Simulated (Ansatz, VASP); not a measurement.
One calculation of Si3B3I, two programs

```
Si B I
1.0
     4.90257    0.00000    0.00000
     0.00000    4.90257    0.00000
     0.00000    0.00000    4.90257
Si B I
3 3 1
Cartesian
  0.0000 2.4513 2.4513
  2.4513 2.4513 0.0000
  2.4513 0.0000 2.4513
  0.0000 2.4513 0.0000
  2.4513 0.0000 0.0000
  0.0000 0.0000 2.4513
  2.4513 2.4513 2.4513
```

Change from the starting cell: species swapped into the Ce3GaBr3 type (Pm-3m, No. 221).

Alike in both runs: functional PBE; k mesh 8 × 8 × 8; occupations gaussian, width 0.1 eV; no spin polarisation.

Ansatz relaxed the structure, and its values are those at the end. VASP's run is a single point on that final structure, the one shown.

```csv
,VASP,Ansatz
version,VASP 6.6.1,Ansatz 0.2.0
potentials or method,"VASP PAW PBE potentials, release 64 (Si, B, I)","scalar-relativistic, plane waves, PAW"
plane-wave cutoff (eV),520,420
valence electrons in the cell,28,38
```

|  | VASP | Ansatz | Ansatz less VASP |
| --- | --- | --- | --- |
| gap on the k mesh at the Fermi level (eV) | none | none | - |
| pressure (GPa) | 0.0 | 0.0 | -0.02 |

A gap of «none» marks a metal or a gap that the smearing closes. The two sets of potentials don't hold the same shells in valence.

Spin-orbit coupling is left out, which matters for the levels of I.
